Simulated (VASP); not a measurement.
Output of a VASP run:

OSZICAR:
```
       N       E                     dE             d eps       ncg     rms          rms(c)
DAV:   1     0.259196719585E+01    0.25920E+01   -0.13132E+03  1620   0.470E+02
DAV:   2    -0.472034877036E+00   -0.30640E+01   -0.30044E+01  2196   0.295E+01
DAV:   3    -0.494339940658E+00   -0.22305E-01   -0.21604E-01  2358   0.322E+00
DAV:   4    -0.494395720747E+00   -0.55780E-04   -0.56944E-04  2220   0.134E-01
DAV:   5    -0.494395889032E+00   -0.16828E-06   -0.16450E-06  2262   0.577E-03    0.916E-01
DAV:   6    -0.499568303475E+00   -0.51724E-02   -0.20750E-03  1938   0.434E-01    0.597E-01
DAV:   7    -0.502212286133E+00   -0.26440E-02   -0.65511E-03  1740   0.852E-01    0.378E-02
DAV:   8    -0.502233548292E+00   -0.21262E-04   -0.25134E-05  2388   0.465E-02    0.905E-03
DAV:   9    -0.502236141009E+00   -0.25927E-05   -0.29451E-06  1914   0.186E-02    0.119E-03
DAV:  10    -0.502236183616E+00   -0.42608E-07   -0.92876E-08  2052   0.302E-03
   1 F= -.50223618E+00 E0= -.50223618E+00  d E =0.000000E+00
```

### OUTCAR
```
------------------------ aborting loop because EDIFF is reached ----------------------------------------
  FORCE on cell =-STRESS in cart. coord.  units (eV):
  Direction    XX          YY          ZZ          XY          YZ          ZX
  --------------------------------------------------------------------------------------
  Total       -0.0759460     -0.0759460      0.0585928      0.0000000     -0.0000000      0.0000000
  in kB       -2.6915259     -2.6915267      2.0765282      0.0000000     -0.0000000      0.0000000
  external PRESSURE =      -1.1021748 kB  Pullay stress =       0.0000000 kB
  volume of cell :       45.21
      direct lattice vectors                 reciprocal lattice vectors
     1.600174864 -2.771584615  0.000000000     0.312465851 -0.180402214  0.000000000
     1.600174864  2.771584615  0.000000000     0.312465851  0.180402214  0.000000000
     0.000000000  0.000000000  5.096727017     0.000000000  0.000000000  0.196204348
 POSITION                                       TOTAL-FORCE (eV/Angst)
 -----------------------------------------------------------------------------------
      1.60017      0.92386      1.27418         0.000000      0.000000      0.000000
      1.60017     -0.92386      3.82255        -0.000000     -0.000000      0.000000
 -----------------------------------------------------------------------------------
    total drift:                                0.000000     -0.000006      0.000001
  FREE ENERGIE OF THE ION-ELECTRON SYSTEM (eV)
  ---------------------------------------------------
  free  energy   TOTEN  =        -0.5022361836 eV

  energy  without entropy=       -0.5022361836  energy(sigma->0) =       -0.50223618

 total charge

# of ion       s       p       d       tot
------------------------------------------
    1        0.208   0.132   0.012   0.352
    2        0.208   0.132   0.012   0.352
--------------------------------------------------
tot          0.417   0.265   0.023   0.705
```
(Selected blocks of OUTCAR.)

### POSCAR
```
Mg
1
    1.6001748638    -2.7715846148     0.0000000000
    1.6001748638     2.7715846148     0.0000000000
    0.0000000000     0.0000000000     5.0967270167
Mg
2
Direct
  0.3333330000   0.6666670000   0.2500000000
  0.6666670000   0.3333330000   0.7500000000
```

Task: Write an INCAR and KPOINTS that could have produced this output.

Result: Several could match; the one computed here: the input of the run itself, rev-vdW-DF2, plane waves, VASP's PBE PAW potentials (set 64).

### KPOINTS
```
Regular mesh
0
Gamma
  15 15 8
```

### INCAR
```
ALGO = Normal   # blocked Davidson
PARAM1 = 0.1234568
PREC = Accurate
LWAVE = .False.
LREAL = .False.   # projection in real space or not
GGA = MK
AGGAC = 0.0
ZAB_VDW = -1.8867
ISMEAR = -5   # tetrahedra, Bloechl
NEDOS = 601   # DOS grid
ISIF = 2
LASPH = .True.   # aspherical one-centre terms
EDIFF = 1E-7
ENCUT = 520   # plane-wave cut-off (eV)
SYSTEM = Mg
LUSE_VDW = .True.
LCHARG = .True.
PARAM2 = 0.7114
LORBIT = 11   # lm-projected
NELM = 100
```

POTCAR, in this order: Mg (PBE.64 set). Program: vasp_std.

For a metal the tetrahedron method with Blöchl corrections gives inexact stress and forces.

The compound is Mg in the hcp structure. It was relaxed first.
